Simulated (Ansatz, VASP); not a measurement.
# K6Ca4Ti2Zn3Si15O44 in two plane-wave programs, part 2 of 2

Aim: how closely do two programs agree when they are given the same cell, functional and k mesh? The structure shown is frame 97 of Ansatz's trajectory.

VASP 6.6.1 and Ansatz 0.2.0.

So far: The starting structure; Ansatz: dynamics, PBE.

## 3. VASP: single point, PBE

Level of this step: PBE, no spin polarisation; plane waves and PAW (Si, K_sv, Ca_sv, Zn, Ti_sv, O) (VASP).

The same cell, functional, mesh and smearing now go to VASP, with its own data sets.

Lines of VASP's logs that name or quote its potential files are left out, and so is its time.

INCAR

```
SYSTEM = K6Ca4Ti2Zn3Si15O44
PREC = Accurate
ENCUT = 520
EDIFF = 1E-06
NELM = 120
ISMEAR = 0
SIGMA = 0.05
LREAL = Auto
ALGO = Normal
GGA = PE
NBANDS = 296
LASPH = .TRUE.
LORBIT = 11
LWAVE = .FALSE.
LCHARG = .FALSE.
ISIF = 2
GGA_COMPAT = .FALSE.
EFERMI = MIDGAP
NCORE = 2
```

POSCAR

```
K6Ca4Ti2Zn3Si15O44
1.0
   10.2068800000      0.0000000000      0.0000000000
    0.0000000000     10.2068800000      0.0000000000
    0.0000000000      0.0000000000     10.2068800000
Si K Ca Zn Ti O
15 6 4 3 2 44
Direct
    0.4376557773      0.7266961109      0.3512630696
    0.1576093772      0.6692838556      0.3280630320
    0.4579754048      0.1248275673      0.5041697365
    0.9914391077      0.1095927453      0.6228837804
    0.1558654555      0.2570227141      0.8473108335
    0.7377376828      0.7504447980      0.6723700092
    0.8416773784      0.4784126001      0.0431179753
    0.2434534353      0.0676406502      0.0562953616
    0.1414438104      0.5417816218      0.5938543414
    0.0993153638      0.5619053031      0.8973065227
    0.4715250890      0.8630355211      0.6218942517
    0.3829573778      0.3569455113      0.6819517815
    0.5778357343      0.5223339551      0.8413442697
    0.8514844889      0.9623802768      0.8591655824
    0.6102354490      0.8744689856      0.1579032966
    0.1190961391      0.8385324409      0.7194069098
    0.8511611776      0.4257226498      0.7076893233
    0.1640756039      0.3005031900      0.3838391360
    0.3355089900      0.4515091781      0.0975616447
    0.5025923691      0.0590875958      0.8817679839
    0.8017239352      0.9345363128      0.4260067719
    0.6804919819      0.2342341636      0.0502210274
    0.9143440503      0.5569478626      0.3800867650
    0.9479978211      0.0996386751      0.1054876711
    0.1997672158      0.9448822755      0.3817621056
    0.4731220510      0.1542782907      0.2456088442
    0.6253918925      0.4677237314      0.2878450614
    0.9337819196      0.7844806640      0.1205461414
    0.3769908140      0.7702549653      0.9346342859
    0.7600951515      0.2437669494      0.4233712947
    0.1388671171      0.1452941545      0.9588238521
    0.4080776888      0.2703764520      0.5508539338
    0.2903923628      0.4895227533      0.6428898939
    0.6258817582      0.8387969683      0.5913462292
    0.2913818914      0.7468883733      0.2937822332
    0.7666299594      0.0919183923      0.9085048516
    0.1519857194      0.4065786999      0.9023227470
    0.8353385168      0.6934538272      0.5752786356
    0.5506971768      0.3232917405      0.2000121487
    0.4413493644      0.0197023968      0.6225016851
    0.6113229508      0.1482235512      0.4677825153
    0.2030297211      0.6695679777      0.9419038923
    0.3544471964      0.1787715737      0.0814842538
    0.7764860565      0.8296070886      0.8106003010
    0.1466853730      0.0316551189      0.1831215807
    0.1565512674      0.6746429859      0.4960085746
    0.7005176900      0.4525476933      0.9256893390
    0.8311256721      0.1694837208      0.2777930180
    0.4917761353      0.5886225761      0.3469718464
    0.8865588701      0.3263093129      0.0401199975
    0.0797403320      0.0424517580      0.5181798943
    0.9582849999      0.9062318750      0.9790944931
    0.6492777421      0.6239027009      0.7306738200
    0.7535309517      0.4151023623      0.4411632154
    0.5320724844      0.8414618375      0.3041379932
    0.8547469942      0.1828962425      0.5691553148
    0.7533643973      0.8151266597      0.1706006145
    0.7766232188      0.5429083128      0.1748428511
    0.2826230934      0.9362312479      0.9755674604
    0.9528670857      0.5821171602      0.9693461665
    0.4653233897      0.5921790008      0.9223876444
    0.1368782625      0.5274677472      0.2654875927
    0.5153680655      0.4071371467      0.7558529149
    0.0453419654      0.4420547709      0.5321410656
    0.5144471180      0.8175857853      0.0342318123
    0.3655475522      0.0815822269      0.3868175192
    0.6051800354      0.0363676265      0.1470576709
    0.3951158434      0.7914857429      0.4983697271
    0.0374845202      0.7636123869      0.2765291646
    0.0743028232      0.5924239337      0.7376886963
    0.3167569326      0.2524865581      0.8036833979
    0.4120162087      0.8175857853      0.7634458326
    0.9308819149      0.0013912185      0.7237569169
    0.0641626040      0.2219973195      0.7208471149
```

KPOINTS

```
Automatic mesh
0
Gamma
1 1 1
0 0 0
```

PAW data sets: Si, K_sv, Ca_sv, Zn, Ti_sv and O (PBE family, release 64).

The run is started by

```
> mpirun -np 8 vasp_gam
```

Numbers of over 12 decimals in the logs are rounded to 6 here.

Output:

```text
[banner, memory and clock lines left out]
running    8 mpi-ranks, on    1 nodes
[...]
LDA part: xc-table for (Slater+PW92), standard interpolation
 POSCAR, INCAR and KPOINTS ok, starting setup
[...]
entering main loop
       N       E                     dE             d eps       ncg     rms          rms(c)
DAV:   1     0.685196924118E+04    0.68520E+04   -0.25823E+05   592   0.175E+03
DAV:   2     0.492934590267E+03   -0.63590E+04   -0.59804E+04   672   0.507E+02
DAV:   3    -0.526952471125E+03   -0.10199E+04   -0.99800E+03   656   0.214E+02
DAV:   4    -0.603306262316E+03   -0.76354E+02   -0.75720E+02   760   0.615E+01
[...]
DAV:  19    -0.520131724634E+03    0.12993E-05   -0.22982E-05   784   0.185E-02    0.752E-03
DAV:  20    -0.520131724489E+03    0.14476E-06   -0.12767E-05   816   0.114E-02    0.453E-03
DAV:  21    -0.520131724555E+03   -0.66182E-07   -0.18232E-06   456   0.613E-03
   1 F= -.52013172E+03 E0= -.52013172E+03  d E =0.000000E+00
```

From OUTCAR (step 3):

```text
  Total        9.6057616     12.0395921     -4.4142555      6.7465398      3.7656083     -2.3448990
  in kB       14.4731598     18.1402525     -6.6510317     10.1651230      5.6737043     -3.5330981
  external PRESSURE =       8.6541269 kB  Pullay stress =       0.0000000 kB

 POSITION                                       TOTAL-FORCE (eV/Angst)
 -----------------------------------------------------------------------------------
      4.46710      7.41730      3.58530         0.130809      2.247544      2.292630
      1.60870      6.83130      3.34850        -0.714415     -1.151126     -0.897779
      4.67450      1.27410      5.14600         1.093301      0.962272      0.535157
     10.11950      1.11860      6.35770        -2.278257      2.178999      1.803411
      1.59090      2.62340      8.64840         1.818267     -0.595463     -0.753708
      7.53000      7.65970      6.86280        -2.863192     -0.974125      2.829832
      8.59090      4.88310      0.44010        -1.439111     -0.519732     -0.929126
      2.48490      0.69040      0.57460        -0.564820     -0.025942      1.635744
      1.44370      5.52990      6.06140         1.032268      1.151239      2.021196
      1.01370      5.73530      9.15870        -0.274165     -0.200017     -1.371767
      4.81280      8.80890      6.34760        -0.225663     -1.603795     -1.033734
      3.90880      3.64330      6.96060        -1.492416      0.319870      1.664565
      5.89790      5.33140      8.58750         2.508741      2.618354     -0.430403
      8.69100      9.82290      8.76940         0.224322      0.270018      1.660312
[...]
-----------------------------------------------------------------------------------
    total drift:                               -0.025339      0.021490      0.003794

  FREE ENERGIE OF THE ION-ELECTRON SYSTEM (eV)
  ---------------------------------------------------
  free  energy   TOTEN  =      -520.1317245552 eV

  energy  without entropy=     -520.1317245552  energy(sigma->0) =     -520.13172456

[... 3 further parts left out ...]
[key lines of the parts left out:]
E-fermi :   2.8199
```

This run has no spin polarisation, so a moment on Ti, if there is one, isn't seen.

## 4. Comparison

Known differences besides the potentials themselves: the cutoff is 420 eV in Ansatz and 520 eV in VASP (PREC = Accurate, projectors in real space). Total energies have different zeros and are not compared.

Forces on 9 of the 74 atoms, those with the largest forces and the largest differences (eV/Å; atoms numbered as in POSCAR):

```csv
atom,"Ansatz x, y, z","VASP x, y, z"
Si1,"0.168, 2.222, 2.262","0.131, 2.248, 2.293"
Si4,"-2.260, 2.137, 1.761","-2.278, 2.179, 1.803"
Si6,"-2.819, -0.992, 2.779","-2.863, -0.974, 2.830"
Si9,"0.973, 1.079, 1.966","1.032, 1.151, 2.021"
Si13,"2.463, 2.644, -0.396","2.509, 2.618, -0.430"
O38,"2.679, -0.398, -2.295","2.762, -0.437, -2.367"
O49,"0.893, -2.894, -0.295","0.889, -2.925, -0.282"
O55,"1.288, 1.061, -2.329","1.316, 1.092, -2.359"
O62,"-0.081, -0.043, 0.651","-0.086, -0.134, 0.605"
```

The forces differ by 29 meV/Å r.m.s., which is 3.0 % of the r.m.s. force of 0.968 eV/Å (both taken over all components).

## 5. Results

```yaml
r_m_s_force_difference_single_point_pbe: 3.0 % of the r.m.s. force
```

What this shows: The r.m.s. force difference is 3.0 % of the r.m.s. force (single point, PBE), at about the 3 % picked in this series as the mark of a large difference. 2 further runs of this series are not shown here. How closely two codes agree says nothing of how well the functional describes the real material.

[Lines on the potential files, build, host, timing and source positions are cut from VASP's logs without a mark.]

[Logs are printed without paths, hosts, clocks, repeated set-up lines and the standing remarks that a program may print on its own settings, such as how far it seeks lower states.]

[Hosts, paths, dates, database ids (printed as entryN), source tags and the programs' standing remarks are cut or masked in the printed files.]
